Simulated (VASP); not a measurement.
## AsPb: equation of state with PBE

Crystal: AsPb.

```
As Pb
1.0
     3.71376    0.00000    0.00000
     0.00000    3.71376    0.00000
     0.00000    0.00000    3.71376
As Pb
1 1
Direct
  0.50000 0.50000 0.50000
  0.00000 0.00000 0.00000
```

The cell was built by a generator and needn't be a form met in nature.

```
Program                : VASP 6.6.1
Task                   : equation of state
Functional             : PBE
Potentials or basis    : VASP PAW PBE potentials, release 64 (As, Pb_d)
Cutoff                 : 520 eV
k mesh                 : 7 × 7 × 7
Occupations            : fermi-dirac, width 0.05 eV
Spin                   : no spin polarisation
Further INCAR settings : ALGO = Normal; EDIFF = 1e-07; NBANDS = 16
```

```
Equilibrium volume                      : 25.80 Å³/atom
Bulk modulus                            : 52 GPa
Pressure derivative of the bulk modulus : 4.5
```

Energy against volume, from the lowest point:
| volume (Å³/atom) | energy (meV/atom) |
| --- | --- |
| 24.074 | 20.93 |
| 24.586 | 9.83 |
| 25.098 | 3.02 |
| 25.610 | 0.00 |
| 26.122 | 0.39 |
| 26.635 | 3.83 |
| 27.147 | 10.07 |

All runs of the series together: 62 s on 1 thread of Intel(R) Xeon(R) 6975P-C (Granite Rapids) (shared host).

Spin-orbit coupling is left out, which matters for the levels of Pb.
